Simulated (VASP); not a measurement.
Data:

Space group Fm-3m (No. 225); a = 4.646 Å, b = 4.646 Å, c = 4.646 Å, α = 90.00°, β = 90.00°, γ = 90.00°

| atom | site | symmetry | x | y | z |
|---|---|---|---|---|---|
| Zr | 4a | m-3m | 0.0000 | 0.0000 | 0.0000 |
| C | 4b | m-3m | 0.5000 | 0.5000 | 0.5000 |
(The calculation used a cell of 2 atoms; values per cell refer to that cell.)

The numbers are results of LDA (Ceperley-Alder, Perdew-Zunger), VASP's LDA PAW potentials (set 64) (plane waves; VASP), not measurements. Numerical set-up: 520 eV cut-off, 14×14×14 Γ-centred mesh, first-order Methfessel-Paxton smearing of 0.10 eV, potentials Zr_sv C.

Q: Give the energy at these volumes per atom, relative to the lowest: 11.78, 12.16, 12.53, 12.91, 13.29 Å³.

A: 38.9, 9.3, 0.0, 8.0, 31.0 meV/atom. A third-order Birch-Murnaghan fit gives B0 = 246 GPa and B0′ = 4.0.

Measured: a 4.696 Å (computed value off by -1.1 %), as given by Guo-Xu Zhang et al., New Journal of Physics (2018), doi:10.1088/1367-2630/aac7f0. The calculation is for a static lattice, while the measured a holds thermal and zero-point effects, which are part of the difference.

The compound is ZrC in the rock salt structure. It was relaxed first.
